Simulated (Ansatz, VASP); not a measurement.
# La2O3 in two plane-wave programs, part 2 of 2

Wanted: the spread between two codes on one cell, functional and k mesh.

VASP 6.6.1 and Ansatz 0.2.0.

So far: Starting point; VASP: relaxation of cell and atoms, r2SCAN; Ansatz: relaxation of cell and atoms, r2SCAN.

## (4) Comparison

Known differences besides the potentials themselves: VASP keeps PBE cores, Ansatz makes them for the functional; both relaxations stop at a tolerance, which leaves soft axes loose, and VASP keeps its plane-wave basis; the cutoff is 500 eV in Ansatz and 560 eV in VASP; Ansatz adds a Pulay correction to the stress that steers its cell, VASP none. Total energies have different zeros and are not compared.

The two programs side by side:

| quantity | Ansatz | VASP | difference |
| --- | --- | --- | --- |
| volume (Å³) | 82.16 | 81.86 | +0.36 % |
| edge a after relaxation, in the typed setting (Å) | 3.936 | 3.931 | +0.12 % |
| edge c after relaxation, in the typed setting (Å) | 6.125 | 6.118 | +0.11 % |

The walks stopped with -0.01 GPa left in Ansatz and 0.00 GPa in VASP; each walk ends within a tolerance, so the volume difference is uncertain by about these residues over the bulk modulus, most in soft cells.

## (5) VASP: relaxation of cell and atoms, PBE with D3(BJ)

The relaxed volume is the usual yardstick between codes: its relative difference is about their pressure difference at one cell divided by the bulk modulus.

File INCAR:

```
SYSTEM = La2O3
PREC = Accurate
ENCUT = 560
EDIFF = 1E-06
NELM = 100
ISMEAR = -1
SIGMA = 0.05
LREAL = .FALSE.
ALGO = Normal
GGA = PE
IVDW = 12
NBANDS = 26
LASPH = .TRUE.
LORBIT = 11
LWAVE = .FALSE.
LCHARG = .FALSE.
KPAR = 4
IBRION = 2
NSW = 60
ISIF = 3
EDIFFG = -0.01
```

File POSCAR:

```
La2O3
1.0
    3.9307778780      0.0000000000      0.0000000000
   -1.9653889390      3.4041534990      0.0000000000
    0.0000000000      0.0000000000      6.1119535200
La O
2 3
Direct
    0.6666666700      0.3333333300      0.7537643200
    0.3333333300      0.6666666700      0.2462356800
    0.6666666700      0.3333333300      0.3541093500
    0.3333333300      0.6666666700      0.6458906500
    0.0000000000      0.0000000000      0.0000000000
```

File KPOINTS:

```
Automatic mesh
0
Gamma
7 7 4
0 0 0
```

Potentials, in the order of the species: La and O (PBE family, release 64).

Started as:

```console
mpirun -np 4 vasp_std
```

Numbers of over 12 decimals in the logs are rounded to 6 here.

The program printed:

```text
[banner, memory and clock lines left out]
running    4 mpi-ranks, on    1 nodes
[...]
LDA part: xc-table for (Slater+PW92), standard interpolation
 POSCAR, INCAR and KPOINTS ok, starting setup
[...]
entering main loop
       N       E                     dE             d eps       ncg     rms          rms(c)
DAV:   1     0.489932071813E+03    0.48993E+03   -0.16353E+04  1480   0.248E+03
DAV:   2     0.912522766407E+02   -0.39868E+03   -0.38799E+03  2072   0.384E+02
DAV:   3    -0.302481510191E+02   -0.12150E+03   -0.11819E+03  2496   0.210E+02
DAV:   4    -0.463882295657E+02   -0.16140E+02   -0.16112E+02  2460   0.823E+01
[...]
DAV:  14    -0.418202827809E+02   -0.87689E-05   -0.18703E-04  2296   0.998E-02    0.153E-02
DAV:  15    -0.418202793829E+02    0.33980E-05   -0.56190E-05  2640   0.555E-02    0.296E-03
DAV:  16    -0.418202799856E+02   -0.60270E-06   -0.63713E-06  2128   0.160E-02
   1 F= -.43113414E+02 E0= -.43113414E+02  d E =-.431134E+02
[... from here on, the cycles between the ionic steps are left out ...]
   2 F= -.43113406E+02 E0= -.43113406E+02  d E =0.769246E-05
   3 F= -.43115669E+02 E0= -.43115669E+02  d E =-.225514E-02
   4 F= -.43115668E+02 E0= -.43115668E+02  d E =-.225389E-02
   5 F= -.43115827E+02 E0= -.43115827E+02  d E =-.159764E-03
 trial-energy change:   -0.000160  1 .order   -0.000155   -0.000276   -0.000034
 step:   1.0108(harm=  1.0253)  dis= 0.00274  next Energy=   -43.115830 (dE=-0.162E-03)
 reached required accuracy - stopping structural energy minimisation
```

From OUTCAR (step 5):

```text
 Edisp (eV)   -1.30366

 Edisp (eV)   -1.30432

  Total      -0.00788    -0.00788    -0.03063     0.00000     0.00000     0.00000
  in kB      -0.15573    -0.15573    -0.60515     0.00000     0.00000     0.00000
  external pressure =       -0.31 kB  Pullay stress =        0.00 kB

 POSITION                                       TOTAL-FORCE (eV/Angst)
 -----------------------------------------------------------------------------------
      1.95935      1.13123      4.59955        -0.000000     -0.000000      0.006097
     -0.00000      2.26246      1.49938         0.000000      0.000000     -0.006097
      1.95935      1.13123      2.15955         0.000000      0.000000     -0.007686
     -0.00000      2.26246      3.93937         0.000000     -0.000000      0.007686
      0.00000     -0.00000      0.00000        -0.000000     -0.000000      0.000000
 -----------------------------------------------------------------------------------
    total drift:                                0.000000      0.000000     -0.000000

  FREE ENERGIE OF THE ION-ELECTRON SYSTEM (eV)
  ---------------------------------------------------
  free  energy   TOTEN  =       -43.1158274792 eV

  energy  without entropy=      -43.1158274792  energy(sigma->0) =      -43.11582748

[... 2 parts as in an earlier step ...]

[... 2 further parts left out ...]
[key lines of the parts left out:]
E-fermi :   7.1835
```

## (6) Ansatz: relaxation of cell and atoms, PBE with D3(BJ)

The same cell, functional, mesh and smearing now go to Ansatz, which takes its cutoff from its data sets.

File input.yaml:

```yaml
crystal:
  lattice:
    - [3.930777878, 0.0, 0.0]
    - [-1.965388939, 3.404153499, 0.0]
    - [0.0, 0.0, 6.11195352]
  atoms:
    - { symbol: La, position: [0.66666667, 0.33333333, 0.75376432] }
    - { symbol: La, position: [0.33333333, 0.66666667, 0.24623568] }
    - { symbol: O, position: [0.66666667, 0.33333333, 0.35410935] }
    - { symbol: O, position: [0.33333333, 0.66666667, 0.64589065] }
    - { symbol: O, position: [0.0, 0.0, 0.0] }
hamiltonian:
  xc: pbe
  pseudopotentials: { kind: paw }
  dispersion: d3bj
kpoints:
  mp_grid: { grid: [7, 7, 4] }
scf:
  occupations: { method: fermi_dirac, width: 0.05 }
relax:
  f_tol: 0.01
  max_steps: 60
  cell: { stress_tol: 0.05 }
output:
  forces: true
  stress: true
```

Started as:

```console
ansatz run input.yaml --threads 4 --pin off --max-ram 9216MiB --backend cpu --events-out ev --progress --plain --runs-dir out
```

The program printed:

```text
[...]
Crystal: 5 atoms, lattice volume = 81.784 Å³
Basis set: ecut = 420 eV, 1641 PW (Γ), exchange–correlation on 54×54×90 points (8 copies of the dense FFT grid, shifted against one another)
Bands: 25, of which v1, the nominal top of the filled ones, is band 20 counted from 1 (19 counted from 0)
Symmetry: 12 space group operations
[...]
k-points: 28 of 196
[...]
cell:  # Å, volume = 81.2995 Å³
    - [3.922980, 0, -1.9910718985657757e-18]
    - [-1.961490, 3.397401, 9.955359492828884e-19]
    - [-3.0959111088647003e-18, 0.0, 6.099928]
  atoms:
    - { symbol: La, position: [0.666667, 0.333333, 0.754233] }
    - { symbol: La, position: [0.333333, 0.666667, 0.245767] }
    - { symbol: O, position: [0.666667, 0.333333, 0.353991] }
    - { symbol: O, position: [0.333333, 0.666667, 0.646009] }
    - { symbol: O, position: [0, 0, 0] }
[key lines of the parts left out:]
SCF converged after 6 iterations
Free energy (F): -14213.355019 eV
Fermi energy:    11.739183 eV
P = ⅓ Tr σ = -0.0303 GPa (-0.303 kbar)
```

The job ended after 4 s (4 threads of Arm Neoverse V2, shared host; peak memory 0.42 GiB; 15 s of CPU time).

## (7) Side by side

What differs besides the data sets and the points named for the pairs above, as far as they apply: the cutoff is 420 eV in Ansatz and 560 eV in VASP. Total energies have different zeros and are not compared.

The two programs side by side:

| quantity | Ansatz | VASP | difference |
| --- | --- | --- | --- |
| volume (Å³) | 81.30 | 81.11 | +0.23 % |
| edge a after relaxation, in the typed setting (Å) | 3.923 | 3.919 | +0.11 % |
| edge c after relaxation, in the typed setting (Å) | 6.100 | 6.099 | +0.02 % |

The walks stopped with -0.03 GPa left in Ansatz and -0.03 GPa in VASP; each walk ends within a tolerance, so the volume difference is uncertain by about these residues over the bulk modulus, most in soft cells.

## (8) Summary of results

* difference in volume (relaxation of cell and atoms, r2SCAN): 0.36 %
* difference in volume (relaxation of cell and atoms, PBE with D3(BJ)): 0.23 %

**Reading.** The difference in volume is 0.36 % (relaxation of cell and atoms, r2SCAN), within the 1.2 % picked in this series as the mark of a large difference, as far as the stopping tolerances let one tell. How closely two codes agree says nothing of how well the functional describes the real material.

[Lines on the potential files, build, host, timing and source positions are cut from VASP's logs without a mark.]

[Logs are printed without paths, hosts, clocks, repeated set-up lines and the standing remarks that a program may print on its own settings, such as how far it seeks lower states.]

[Hosts, paths, dates, database ids (printed as entryN), source tags and the programs' standing remarks are cut or masked in the printed files.]
